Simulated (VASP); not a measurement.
## Dynamics of WC (Qusongite) at finite temperature

Wanted: temperature and structure of WC (Qusongite) along a short trajectory. The start is a cell from a database of measured crystal structures.

Calculated with VASP 6.6.1; LDA; plane waves and PAW (W, C).

### 1. The structure

The structure is hexagonal, space group P-6m2 (No. 187). Conventional cell: a = 2.907 Å, b = 2.907 Å, c = 2.837 Å, α = 90.00°, β = 90.00°, γ = 120.00°. W has 6 C at 2.20 Å nearest. Nearest to C lie 6 W at 2.20 Å. Farther neighbours are not listed.

Structure file:

```xyz
2
Lattice="2.9065 0.0000 0.0000 -1.4532 2.5171 0.0000 0.0000 0.0000 2.8366" Properties=species:S:1:pos:R:3 pbc="T T T"
W     0.0000    0.0000    0.0000
C     1.4533    0.8390    1.4183
```

### 2. Relax the host

Cell and atoms are relaxed first, so that later runs start from this functional's own cell.

INCAR reads:

```
SYSTEM = WC
PREC = Accurate
ENCUT = 520
EDIFF = 1E-06
NELM = 120
ISMEAR = 0
SIGMA = 0.1
LREAL = .FALSE.
ALGO = Normal
GGA = CA
NBANDS = 11
LASPH = .TRUE.
LORBIT = 11
LWAVE = .FALSE.
LCHARG = .FALSE.
KPAR = 4
IBRION = 2
NSW = 40
ISIF = 3
EDIFFG = -0.02
POTIM = 0.4
```

POSCAR reads:

```
WC
1.0
    2.9065000000      0.0000000000      0.0000000000
   -1.4532500000      2.5171028361      0.0000000000
    0.0000000000      0.0000000000      2.8366000000
W C
1 1
Direct
    0.0000000000      0.0000000000      0.0000000000
    0.6666666667      0.3333333333      0.5000000000
```

KPOINTS reads:

```
Automatic mesh
0
Gamma
7 7 7
0 0 0
```

The projector-augmented-wave data sets are W and C (LDA family, release 64).

Started as:

```sh
$ mpirun -np 4 vasp_std
```

Log:

```text
[banner, memory and clock lines left out]
running    4 mpi-ranks, on    1 nodes
 distrk:  each k-point on    1 cores,    4 groups
 distr:  one band on    1 cores,    1 groups

 POSCAR found type information on POSCAR W C
 POSCAR found :  2 types and       2 ions
 LDA part: xc-table for (Slater(with rela. corr.)+CA(PZ))
 , standard interpolation
 POSCAR, INCAR and KPOINTS ok, starting setup
 FFT: planning ... GRIDC
 FFT: planning ... GRID_SOFT
 FFT: planning ... GRID
 WAVECAR not read
 entering main loop
       N       E                     dE             d eps       ncg     rms          rms(c)
DAV:   1     0.163357099416E+02    0.16336E+02   -0.50073E+03   704   0.815E+02
DAV:   2    -0.262735196762E+02   -0.42609E+02   -0.40505E+02   855   0.185E+02
DAV:   3    -0.279596065986E+02   -0.16861E+01   -0.16733E+01   857   0.315E+01
DAV:   4    -0.279686967718E+02   -0.90902E-02   -0.90868E-02   767   0.258E+00
DAV:   5    -0.279687244585E+02   -0.27687E-04   -0.27686E-04   815   0.148E-01    0.337E+01
DAV:   6    -0.249449624107E+02    0.30238E+01   -0.14164E+01   801   0.223E+01    0.103E+01
DAV:   7    -0.248441220588E+02    0.10084E+00   -0.75286E-01   710   0.687E+00    0.822E+00
DAV:   8    -0.247969530701E+02    0.47169E-01   -0.12521E-01   767   0.269E+00    0.248E+00
DAV:   9    -0.247904469228E+02    0.65061E-02   -0.14805E-02   752   0.799E-01    0.101E-01
DAV:  10    -0.247903349641E+02    0.11196E-03   -0.77204E-04   788   0.234E-01    0.116E-01
DAV:  11    -0.247903168753E+02    0.18089E-04   -0.11698E-04   897   0.703E-02    0.919E-03
DAV:  12    -0.247903160413E+02    0.83406E-06   -0.54765E-06   758   0.179E-02
   1 F= -.24790316E+02 E0= -.24789341E+02  d E =-.247903E+02
 curvature:   0.00 expect dE= 0.000E+00 dE for cont linesearch  0.000E+00
 trial: gam= 0.00000 g(F)=  0.596E-49 g(S)=  0.801E-01 ort = 0.000E+00 (trialstep = 0.100E+01)
 search vector abs. value=  0.801E-01
 bond charge predicted
       N       E                     dE             d eps       ncg     rms          rms(c)
DAV:   1    -0.247763894842E+02    0.13927E-01   -0.21983E+00   704   0.123E+01    0.523E+00
DAV:   2    -0.247480164113E+02    0.28373E-01   -0.20894E-02   818   0.122E+00    0.276E+00
DAV:   3    -0.247367639314E+02    0.11252E-01   -0.19449E-02   761   0.104E+00    0.136E-01
DAV:   4    -0.247367728320E+02   -0.89006E-05   -0.25020E-04   785   0.127E-01    0.511E-02
DAV:   5    -0.247367691601E+02    0.36720E-05   -0.54092E-05   836   0.471E-02    0.285E-02
DAV:   6    -0.247367722878E+02   -0.31278E-05   -0.52660E-06   815   0.152E-02    0.818E-03
DAV:   7    -0.247367727495E+02   -0.46168E-06   -0.36200E-07   421   0.477E-03
   2 F= -.24736773E+02 E0= -.24735771E+02  d E =0.535433E-01
[...]
3 F= -.24802963E+02 E0= -.24802024E+02  d E =-.126474E-01
[...]
4 F= -.24802968E+02 E0= -.24802029E+02  d E =-.126518E-01
[...]
5 F= -.24802961E+02 E0= -.24802023E+02  d E =-.126452E-01
[...]
6 F= -.24802960E+02 E0= -.24802004E+02  d E =0.121589E-05
 trial-energy change:    0.000001  1 .order    0.000002   -0.000116    0.000119
 step:   0.4252(harm=  0.4252)  dis= 0.00000  next Energy=   -24.802990 (dE=-0.285E-04)
 bond charge predicted
       N       E                     dE             d eps       ncg     rms          rms(c)
DAV:   1    -0.248029970156E+02   -0.36513E-04   -0.83689E-04   710   0.225E-01    0.484E-02
DAV:   2    -0.248029918817E+02    0.51340E-05   -0.12794E-05   800   0.300E-02    0.212E-02
DAV:   3    -0.248029900812E+02    0.18005E-05   -0.23315E-06   560   0.962E-03    0.809E-03
DAV:   4    -0.248029899562E+02    0.12498E-06   -0.41515E-07   373   0.462E-03
   7 F= -.24802990E+02 E0= -.24802044E+02  d E =-.287648E-04
 curvature:  -0.21 expect dE=-0.254E-05 dE for cont linesearch -0.954E-09
 trial: gam= 0.08345 g(F)=  0.260E-48 g(S)=  0.120E-04 ort = 0.775E-06 (trialstep = 0.776E+00)
 search vector abs. value=  0.130E-04
 reached required accuracy - stopping structural energy minimisation
```

Run time: 11 s. Hardware: 4 MPI ranks of Intel Xeon Platinum 8259CL at 2.50GHz (Skylake/Cascade Lake), shared host; peak memory 0.53 GiB.

The logs omit lines about the potential files and the build; timing stands in the text.

OUTCAR, selected parts (step 2):

```text
ion  position               nearest neighbor table
   1  0.000  0.000  0.000-   2 2.20   2 2.20   2 2.20   2 2.20   2 2.20   2 2.20
   2  0.667  0.333  0.500-   1 2.20   1 2.20   1 2.20   1 2.20   1 2.20   1 2.20

  LATTYP: Found a hexagonal cell.
 ALAT       =     2.9065000000
 C/A-ratio  =     0.9759504559

 Subroutine GETGRP returns: Found 12 space group operations
 (whereof 12 operations were pure point group operations)

The static configuration has the point symmetry D_3h.

 Found     32 irreducible k-points:

   k-points           NKPTS =     32   k-points in BZ     NKDIM =     32   number of bands    NBANDS=     11

   dimension x,y,z NGX =    24 NGY =   24 NGZ =   24
   dimension x,y,z NGXF=    48 NGYF=   48 NGZF=   48

   ENCUT  =  520.0 eV  38.22 Ry    6.18 a.u.   5.40  5.40  5.27*2*pi/ulx,y,z

   NELECT =      10.0000    total number of electrons

 k-points in reciprocal lattice and weights: Automatic mesh
   0.00000000  0.00000000  0.00000000       0.003
   0.14285714  0.00000000  0.00000000       0.017
   0.28571429  0.00000000  0.00000000       0.017
   0.42857143 -0.00000000  0.00000000       0.017
   0.14285714  0.14285714  0.00000000       0.017
   0.28571429  0.14285714  0.00000000       0.035
   0.42857143  0.14285714  0.00000000       0.017
   0.28571429  0.28571429  0.00000000       0.017
   0.00000000  0.00000000  0.14285714       0.006
[...]
0.42857143  0.14285714  0.42857143       0.035
   0.28571429  0.28571429  0.42857143       0.035

 average (electrostatic) potential at core
       1 -37.2587       2 -49.9902

 E-fermi :   8.6431

 k-point     1 :       0.0000    0.0000    0.0000
  band No.  band energies     occupation
      1      -5.8828      2.00000
      2       4.1101      2.00000
      3       5.1312      2.00000
      4       5.1312      2.00000
      5       8.7215      0.26752
      6      11.8012      0.00000
      7      11.8012      0.00000
      8      14.3069      0.00000
      9      14.3069      0.00000
    ...

 k-point     2 :       0.1429    0.0000    0.0000
  band No.  band energies     occupation
      1      -5.3692      2.00000
      2       3.9555      2.00000
      3       4.8268      2.00000
      4       5.6361      2.00000
      5       7.4435      2.00000
      6      11.6148      0.00000
      7      13.2216      0.00000
      8      13.3741      0.00000
      9      13.9663      0.00000
     10      16.7604      0.00000
    ...

 k-point     3 :       0.2857    0.0000    0.0000
  band No.  band energies     occupation
      1      -4.0689      2.00000
      2       2.6061      2.00000
      3       5.3093      2.00000
      4       5.8525      2.00000
      5       6.8724      2.00000
      6      11.2220      0.00000
      7      12.2608      0.00000
      8      13.3999      0.00000
      9      14.8856      0.00000
     10      18.6644      0.00000
    ...

  Total       -0.0174723     -0.0174723     -0.0029890      0.0000000      0.0000000      0.0000000
  in kB       -1.3777920     -1.3777920     -0.2356981      0.0000000      0.0000000      0.0000000
  external PRESSURE =      -0.9970940 kB  Pullay stress =       0.0000000 kB

  energy-cutoff  :      520.00
  volume of cell :       20.32
      direct lattice vectors                 reciprocal lattice vectors
     2.886841353  0.000000000  0.000000000     0.346399361  0.199993764 -0.000000000
    -1.443420676  2.500077948 -0.000000000     0.000000000  0.399987529 -0.000000000
    -0.000000000  0.000000000  2.815144254    -0.000000000  0.000000000  0.355221584

 POSITION                                       TOTAL-FORCE (eV/Angst)
 -----------------------------------------------------------------------------------
      0.00000      0.00000      0.00000        -0.000000      0.000000      0.000000
      1.44342      0.83336      1.40757         0.000000     -0.000000      0.000000
 -----------------------------------------------------------------------------------
    total drift:                               -0.000000      0.000000      0.000000

  FREE ENERGIE OF THE ION-ELECTRON SYSTEM (eV)
  ---------------------------------------------------
  free  energy   TOTEN  =       -24.8029899562 eV

  energy  without entropy=      -24.8010973473  energy(sigma->0) =      -24.80204365

 reached required accuracy - stopping structural energy minimisation

 total charge
# of ion       s       p       d       tot
------------------------------------------
    1        0.637   0.912   4.422   5.972
    2        0.848   1.588   0.000   2.436
--------------------------------------------------
tot          1.485   2.500   4.422   8.408

[... 3 further parts left out ...]
```

The k-mesh is coarse for a metal. The data set W keeps the semicore shell frozen, which is cheaper and a little less accurate. The run keeps the 12 symmetry operations of its start, so it cannot find a distortion of lower symmetry.

The steps of the relaxation:

| step | energy less that of the first step (eV) | largest force (eV/Å) | pressure (GPa) | volume (Å³) |
| --- | --- | --- | --- | --- |
| 1 | 0.0000 | 0.0000 | -9.04 | 20.75 |
| 2 | 0.0535 | 0.0000 | 23.20 | 19.38 |
| 3 | -0.0126 | 0.0000 | -0.20 | 20.32 |
| 4 | -0.0127 | 0.0000 | -0.05 | 20.32 |
| 5 | -0.0126 | 0.0000 | 0.17 | 20.31 |
| 6 | -0.0126 | 0.0000 | -0.38 | 20.33 |
| 7 | -0.0127 | 0.0000 | -0.10 | 20.32 |

| conventional cell, symmetrised | before | after | change |
| --- | --- | --- | --- |
| a (Å) | 2.907 | 2.887 | -0.7 % |
| b (Å) | 2.907 | 2.887 | -0.7 % |
| c (Å) | 2.837 | 2.815 | -0.8 % |
| volume (Å³/atom) | 10.38 | 10.16 | -2.1 % |

The relaxed structure:

```xyz
2
Lattice="2.8868 0.0000 0.0000 -1.4434 2.5001 0.0000 0.0000 0.0000 2.8151" Properties=species:S:1:pos:R:3 pbc="T T T"
W     0.0000    0.0000    0.0000
C     1.4434    0.8334    1.4076
```

Numbers from this step:

| Item | Value |
| --- | --- |
| electronic cycles | 38 |
| electrons | 10 |
| free energy (TOTEN) | -24.80 eV |
| energy at zero smearing | -24.80 eV |
| Fermi energy | 8.643 eV |
| labelled metallic, from the levels on this mesh | yes |

The run ended after 7 ionic steps, 0.013 eV below its first step, once forces and stress met EDIFFG = -0.02.

(Part 1 of 3 ends here.)

[Lines on the potential files, build, host, timing and source positions are cut from VASP's logs without a mark.]

[Logs are printed without paths, hosts, clocks, repeated set-up lines and the standing remarks that a program may print on its own settings, such as how far it seeks lower states.]

[Hosts, paths, dates, database ids (printed as entryN), source tags and the programs' standing remarks are cut or masked in the printed files.]

[Runs that stopped without an error message from VASP are left out.]
